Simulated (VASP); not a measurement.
# ZnRe (P-6m2) in VASP: equation of state

Aim: energy against volume of ZnRe in PBE, for its equilibrium volume and stiffness.

All numbers are computed with VASP 6.6.1; they aren't measurements. Logs are shortened: lines on timing, memory, paths and dates and some standing lists are left out, and cuts for length are marked.

## (1) Starting point

It takes space group P-6m2 (No. 187, hexagonal). Conventional cell: a = 2.748 Å, b = 2.748 Å, c = 4.494 Å, α = 90.00°, β = 90.00°, γ = 120.00°. Around Re (site symmetry -6m2) lie 6 Re at 2.75 Å and 6 Zn at 2.75 Å. Around Zn (site symmetry -6m2) lie 6 Zn at 2.75 Å and 6 Re at 2.75 Å.

The cell comes from a database or a generator and needn't be the stable form of this composition.

## (2) Equation of state, PBE, 13.82 Å³/atom (volume scaled by 0.94)

File INCAR:

```
SYSTEM = ZnRe
PREC     = Accurate       ! precision mode
ENCUT    = 520            ! plane-wave cutoff, eV
EDIFF    = 1E-7           ! SCF threshold, eV
ISMEAR   = -1             ! smearing method
SIGMA    = 0.05           ! smearing width, eV
LREAL    = .FALSE.        ! projectors in reciprocal space
LASPH    = .TRUE.         ! aspherical terms in the spheres
NELM     = 100            ! most SCF steps
ALGO     = Normal         ! electronic algorithm
ISIF     = 2              ! what is computed and relaxed
LWAVE    = .FALSE.        ! write WAVECAR
LCHARG   = .FALSE.        ! write CHGCAR
GGA      = PE             ! functional
NBANDS   = 16             ! bands
```

File KPOINTS:

```
regular mesh
0
G
  11 11 6
  0 0 0
```

File POSCAR:

```
ZnRe
1.0
    2.6921165132      0.0000000000      0.0000000000
   -1.3460582566      2.3314412904      0.0000000000
    0.0000000000      0.0000000000      4.4023246253
Re Zn
1 1
Direct
    0.3333333333      0.6666666667      0.5000000000
    0.0000000000      0.0000000000      0.0000000000
```

Potentials or basis: VASP PAW PBE potentials, release 64 (Re, Zn).

Started as:

```sh
> cat potpaw_PBE.64/Re/POTCAR potpaw_PBE.64/Zn/POTCAR > POTCAR
> mpirun -np 1 vasp_std > vasp.out
```

OUTCAR:

```text
SYSTEM = ZnRe
   PREC = Accurate
   ENCUT = 520
   EDIFF = 1E-7
   ISMEAR = -1
   LREAL = .FALSE.
   LASPH = .TRUE.
   NELM = 100
   ISIF = 2
   GGA = PE

 Found     64 irreducible k-points:

 Following reciprocal coordinates:
            Coordinates               Weight
  0.000000  0.000000  0.000000      1.000000
  0.090909  0.000000  0.000000      6.000000
  0.181818 -0.000000  0.000000      6.000000
  0.272727  0.000000  0.000000      6.000000
  0.363636  0.000000  0.000000      6.000000
  0.454545  0.000000  0.000000      6.000000
   k-points           NKPTS =     64   k-points in BZ     NKDIM =     64   number of bands    NBANDS=     16
   number of dos      NEDOS =    301   number of ions     NIONS =      2
   total plane-waves  NPLWV =  14400
   dimension x,y,z NGX =    20 NGY =   20 NGZ =   36
   dimension x,y,z NGXF=    40 NGYF=   40 NGZF=   72
   ions per type =               1   1
   NGX,Y,Z   is equivalent  to a cutoff of  12.35, 12.35, 13.59 a.u.
   NGXF,Y,Z  is equivalent  to a cutoff of  24.70, 24.70, 27.19 a.u.
 SYSTEM =  ZnRe
   PREC   = accura    normal or accurate (medium, high low for compatibility)
   ISTART =      0    job   : 0-new  1-cont  2-samecut
   ICHARG =      2    charge: 1-file 2-atom 10-const
   ISPIN  =      1    spin polarized calculation?
   LNONCOLLINEAR =      F non collinear calculations
   LSORBIT =      F    spin-orbit coupling
   LASPH  =      T    aspherical Exc in radial PAW
   ENCUT  =  520.0 eV  38.22 Ry    6.18 a.u.   5.01  5.01  8.19*2*pi/ulx,y,z
   NELM   =    100;   NELMIN=  2; NELMDL= -5     # of ELM steps
   EDIFF  = 0.1E-06   stopping-criterion for ELM
   LREAL  =      F    real-space projection
   EDIFFG = 0.1E-05   stopping-criterion for IOM
   NSW    =      0    number of steps for IOM
   IBRION =     -1    ionic relax: 0-MD 1-quasi-New 2-CG
   NFREE  =      0    steps in history (QN), initial steepest desc. (CG)
   ISIF   =      2    stress and relaxation
   ISYM   =      2    0-nonsym 1-usesym 2-fastsym
   POTIM  = 0.5000    time-step for ionic-motion
   TEBEG  =    0.0;   TEEND  =   0.0 temperature during run
   PSTRESS=    0.0 pullay stress
   NELECT =      19.0000    total number of electrons
   NUPDOWN=      -1.0000    fix difference up-down
   EMIN   =  10.00;   EMAX   =-10.00  energy-range for DOS
   EFERMI =   0.00;   METHOD = LEGACY
   ISMEAR =    -1;   SIGMA  =   0.05  broadening in eV -4-tet -1-fermi 0-gaus
   EFERMI_NEDOS =   21; number of points for ismear=-14 and -15
   IALGO  =     38    algorithm
   IMIX   =      4    mixing-type and parameters
     AMIX     =   0.40;   BMIX     =  1.00
     AMIX_MAG =   1.60;   BMIX_MAG =  1.00
  volume/ion in A,a.u.               =      13.82        93.23
  Fermi-wavevector in a.u.,A,eV,Ry     =   1.444971  2.730600 28.408178  2.087942
  Thomas-Fermi vector in A             =   2.563206
   LORBIT       =      0    0 simple, 1 ext, 2 COOP (PROOUT), +10 PAW based schemes
   GGA     = PE    functional components
   LHFCALC =     F    Hartree Fock is set to
   AEXX    =    0.0000 exact exchange contribution
   IVDW    =     0    specifies the selected vdW correction
   LEPSILON=     F    determine dielectric tensor
   LRPA    =     F    only Hartree local field effects (RPA)
 non-spin polarized calculation
  energy-cutoff  :      520.00
  volume of cell :       27.63
 maximum number of plane-waves:       768
 NGX is ok and might be reduce to    20
   NGX =  9   NGY =  9   NGZ = 17

 number of electron      19.0000013 magnetization

 Free energy of the ion-electron system (eV)
  ---------------------------------------------------
  ext. energy  EPLUGINS =         0.00000000
  ---------------------------------------------------
  free energy    TOTEN  =       -12.99136981 eV

  energy without entropy =      -12.97744004  energy(sigma->0) =      -12.98440492

 E-fermi :   6.1818     XC(G=0): -13.1297

 val. band max:        6.1808249147   @ k =   0.1818  -0.0000   0.3333
 cond. band min:       6.1951974427   @ k =   0.1818   0.1818   0.3333
 fundamental gap:      0.0143725280
 Fermi energy:         6.1818215290

 k-point     1 :       0.0000    0.0000    0.0000
  band No.  band energies     occupation
      1      -4.5995      2.00000
      2      -2.0711      2.00000
      3      -1.3354      2.00000
      4      -1.3354      2.00000
      5      -0.9180      2.00000
      6      -0.9180      2.00000
[... 8 lines left out ...]
     15      24.1458      0.00000
     16      24.1486      0.00000

 k-point     2 :       0.0909    0.0000    0.0000
  band No.  band energies     occupation
      1      -4.3176      2.00000
      2      -1.9696      2.00000
      3      -1.3701      2.00000
      4      -1.2810      2.00000
      5      -0.9867      2.00000
      6      -0.9341      2.00000
[... 8 lines left out ...]
     15      22.1911      0.00000
     16      22.6144      0.00000

 k-point     3 :       0.1818   -0.0000    0.0000
  band No.  band energies     occupation
      1      -3.5312      2.00000
      2      -1.7759      2.00000
      3      -1.4154      2.00000
      4      -1.1687      2.00000
      5      -1.1319      2.00000
      6      -0.9774      2.00000
[... 8 lines left out ...]
     15      20.5784      0.00000
     16      23.0636      0.00000

 k-point     4 :       0.2727    0.0000    0.0000
  band No.  band energies     occupation
      1      -2.4947      2.00000
      2      -1.7044      2.00000
      3      -1.4035      2.00000
      4      -1.2186      2.00000
      5      -1.0346      2.00000
      6      -0.9298      2.00000
[... 8 lines left out ...]
     15      18.8292      0.00000
     16      21.4670      0.00000

 k-point     5 :       0.3636    0.0000    0.0000
  band No.  band energies     occupation
      1      -2.0854      2.00000
      2      -1.6178      2.00000
      3      -1.5379      2.00000
      4      -1.0875      2.00000
      5      -0.7364      2.00000
      6      -0.3675      2.00000
[... 8 lines left out ...]
     15      17.4494      0.00000
     16      20.2195      0.00000

 k-point     6 :       0.4545    0.0000    0.0000
  band No.  band energies     occupation
      1      -2.1058      2.00000
      2      -1.7452      2.00000
      3      -1.4503      2.00000
      4      -1.1191      2.00000
      5      -0.6176      2.00000
      6       0.4203      2.00000
[... 8 lines left out ...]
     15      16.5555      0.00000
     16      19.2762      0.00000

 [... further k-points ...]

------------------------ aborting loop because EDIFF is reached ----------------------------------------

  FORCE on cell =-STRESS in cart. coord.  units (eV):
  Direction    XX          YY          ZZ          XY          YZ          ZX
  --------------------------------------------------------------------------------------
  -------------------------------------------------------------------------------------
  Total        2.5520154      2.5520154      2.1094654      0.0000000     -0.0000000      0.0000000
  in kB      147.9767479    147.9767479    122.3158069      0.0000000     -0.0000000      0.0000000
  external PRESSURE =     139.4231009 kB  Pullay stress =       0.0000000 kB

 VOLUME and BASIS-vectors are now :
 -----------------------------------------------------------------------------
  energy-cutoff  :      520.00
  volume of cell :       27.63
      direct lattice vectors                 reciprocal lattice vectors
     2.692116513  0.000000000  0.000000000     0.371454948  0.214459614  0.000000000
    -1.346058257  2.331441290  0.000000000     0.000000000  0.428919229  0.000000000
     0.000000000  0.000000000  4.402324625     0.000000000  0.000000000  0.227152717

 POSITION                                       TOTAL-FORCE (eV/Angst)
 -----------------------------------------------------------------------------------
     -0.00000      1.55429      2.20116         0.000000     -0.000000      0.000000
      0.00000      0.00000      0.00000        -0.000000      0.000000      0.000000
 -----------------------------------------------------------------------------------
    total drift:                               -0.000000      0.000000      0.000000

  FREE ENERGIE OF THE ION-ELECTRON SYSTEM (eV)
  ---------------------------------------------------
  free  energy   TOTEN  =       -12.9913698069 eV

  energy  without entropy=      -12.9774400420  energy(sigma->0) =      -12.98440492
```

Run time: 32 s. Hardware: 1 thread of Intel Xeon Platinum 8488C (Sapphire Rapids), shared host; peak memory 0.16 GiB.

Results:

```
Free energy            : -12.9914 eV
Pressure               : 13.9 GPa
Band gap on the k mesh : none (metal or under the smearing width)
```

## (3) Equation of state, PBE, 14.11 Å³/atom (volume scaled by 0.96)

File INCAR:

```
ALGO = Normal
EDIFF = 1E-7
ENCUT = 520
GGA = PE
ISIF = 2
ISMEAR = -1
LASPH = T
LCHARG = F
LREAL = F
LWAVE = F
NBANDS = 16
NELM = 60
PREC = Accurate
SIGMA = 0.05
```

File KPOINTS:

```
k-points
0
Gamma
  11 11 6
```

File POSCAR:

```
ZnRe
1.0
    2.7110757049      0.0000000000      0.0000000000
   -1.3555378524      2.3478604320      0.0000000000
    0.0000000000      0.0000000000      4.4333279328
Re Zn
1 1
Direct
    0.3333333333      0.6666666667      0.5000000000
    0.0000000000      0.0000000000      0.0000000000
```

Potentials or basis: VASP PAW PBE potentials, release 64 (Re, Zn).

Started as:

```sh
> cat potpaw_PBE.64/Re/POTCAR potpaw_PBE.64/Zn/POTCAR > POTCAR
> mpirun -np 1 vasp_std > vasp.out
```

Wall time 22 s (1 thread of Intel Xeon Platinum 8488C (Sapphire Rapids), shared host); peak memory 0.16 GiB.

The run converged. Its results:

| Quantity | Value |
| --- | --- |
| Free energy | -13.0320 eV |
| Pressure | 8.2 GPa |
| Band gap on the k mesh | none (metal or under the smearing width) |

## (4) Equation of state, PBE, 14.40 Å³/atom (volume scaled by 0.98)

File INCAR:

```
ALGO     = Normal         # electronic algorithm
EDIFF    = 1E-7           # SCF threshold, eV
ENCUT    = 520            # plane-wave cutoff, eV
GGA      = PE             # functional
ISIF     = 2              # what is computed and relaxed
ISMEAR   = -1             # smearing method
LASPH    = True           # aspherical terms in the spheres
LCHARG   = False          # write CHGCAR
LREAL    = False          # projectors in reciprocal space
LWAVE    = False          # write WAVECAR
NBANDS   = 16             # bands
NELM     = 60             # most SCF steps
PREC     = Accurate       # precision mode
SIGMA    = 0.05           # smearing width, eV
```

KPOINTS is that of step 3.

File POSCAR:

```
ZnRe
1.0
    2.7297733695      0.0000000000      0.0000000000
   -1.3648866847      2.3640530846      0.0000000000
    0.0000000000      0.0000000000      4.4639035744
Re Zn
1 1
Direct
    0.3333333333      0.6666666667      0.5000000000
    0.0000000000      0.0000000000      0.0000000000
```

Started as:

```sh
> cat potpaw_PBE.64/Re/POTCAR potpaw_PBE.64/Zn/POTCAR > POTCAR
> mpirun -np 1 vasp_std > vasp.out
```

It took 40 s on 1 thread of Intel Xeon Platinum 8488C (Sapphire Rapids), shared host; peak memory 0.16 GiB.

It converged, with:

```
Free energy            : -13.0528 eV
Pressure               : 3.1 GPa
Band gap on the k mesh : none (metal or under the smearing width)
```

## (5) Equation of state, PBE, 14.99 Å³/atom (volume scaled by 1.02)

File INCAR:

```
PREC = Accurate
ENCUT = 520
EDIFF = 1E-7
ISMEAR = -1
SIGMA = 0.05
LREAL = F
LASPH = T
NELM = 80
ALGO = Normal
ISIF = 2
LWAVE = F
LCHARG = F
GGA = PE
NBANDS = 16
```

File KPOINTS:

```
regular mesh
0
Gamma
  11 11 6
```

File POSCAR:

```
ZnRe
1.0
    2.7664189956      0.0000000000      0.0000000000
   -1.3832094977      2.3957891277      0.0000000000
    0.0000000000      0.0000000000      4.5238288939
Re Zn
1 1
Direct
    0.3333333333      0.6666666667      0.5000000000
    0.0000000000      0.0000000000      0.0000000000
```

Started as:

```sh
> cat potpaw_PBE.64/Re/POTCAR potpaw_PBE.64/Zn/POTCAR > POTCAR
> mpirun -np 1 vasp_std > vasp.out
```

Run time: 27 s. Hardware: 1 thread of Intel Xeon Platinum 8488C (Sapphire Rapids), shared host; peak memory 0.17 GiB.

It converged, with:

```
Free energy            : -13.0428 eV
Pressure               : -5.6 GPa
Band gap on the k mesh : none (metal or under the smearing width)
```

(Part 1 of 2 ends here.)
